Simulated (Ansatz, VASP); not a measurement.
# VB4Os in VASP and in Ansatz

Contents of INCAR:

```
PREC = Accurate
ENCUT = 520
EDIFF = 1E-6
ISMEAR = -1
SIGMA = 0.15
LREAL = False
LASPH = True
NELM = 150
ALGO = Normal
ISIF = 2
LWAVE = False
LCHARG = True
ISPIN = 2
MAGMOM = 2 0 0 0 0 0
LORBIT = 11
LMAXMIX = 4
GGA = PE
LELF = True
LVHAR = True
NBANDS = 30
```

The input KPOINTS:

```
Automatic mesh
0
Gamma
  9 9 3
```

POSCAR

```
VB4Os
1.0
    2.9012689628      0.0000000000      0.0000000000
   -1.4506349855      2.5125727852      0.0000000000
    0.0000000000      0.0000000000      7.5153086614
V B Os
1 4 1
Direct
    0.0000000000      0.0000000000      0.0000000000
    0.0000000000      0.0000000000      0.7094840000
    0.3333333333      0.6666666667      0.7969230000
    0.3333333333      0.6666666667      0.2030770000
    0.0000000000      0.0000000000      0.2905160000
    0.3333333333      0.6666666667      0.5000000000
```

Input for Ansatz:

```yaml
crystal:
  lattice:
    - [2.9012689627771584, 0.0, 0.0]
    - [-1.4506349855209981, 2.5125727852304927, 0.0]
    - [0.0, 0.0, 7.5153086614107805]
  atoms:
    - { symbol: V, position: [0.0, 0.0, 0.0], spin: 2.0 }
    - { symbol: B, position: [0.0, 0.0, 0.709484] }
    - { symbol: B, position: [0.3333333333333333, 0.6666666666666666, 0.796923] }
    - { symbol: B, position: [0.3333333333333333, 0.6666666666666666, 0.203077] }
    - { symbol: B, position: [0.0, 0.0, 0.290516] }
    - { symbol: Os, position: [0.3333333333333333, 0.6666666666666666, 0.5] }
basis:
  ecutwfc: 500.0
kpoints:
  mp_grid:
    grid: [9, 9, 3]
hamiltonian:
  xc: pbe
magnetization:
  spin_polarized: true
scf:
  occupations:
    method: fermi_dirac
    width: 0.15
output:
  stress: true
```

The cell comes from a database or a generator and needn't be the stable form of this composition.

Alike in both runs: task single point; functional PBE; k mesh 9 × 9 × 3; occupations fermi-dirac, width 0.15 eV; collinear spin.

```csv
,VASP,Ansatz
version,VASP 6.6.1,Ansatz 0.2.0
potentials or method,"VASP PAW PBE potentials, release 64 (V_sv, B, Os)","plane waves, PAW"
plane-wave cutoff (eV),520,500
valence electrons in the cell,33,41
```

|  | VASP | Ansatz | Ansatz less VASP |
| --- | --- | --- | --- |
| pressure (GPa) | -7.0 | -7.4 | -0.46 |
| largest component of the traceless stress (GPa) | 0.76 | 0.97 | +0.207 |
| net moment per atom (μB) | 0.00 | 0.00 | 0.000 |

The two sets of potentials don't hold the same shells in valence. Ansatz warned: «seeded_moment_not_kept».

The runs have no spin-orbit coupling, so splittings on Os are missing.
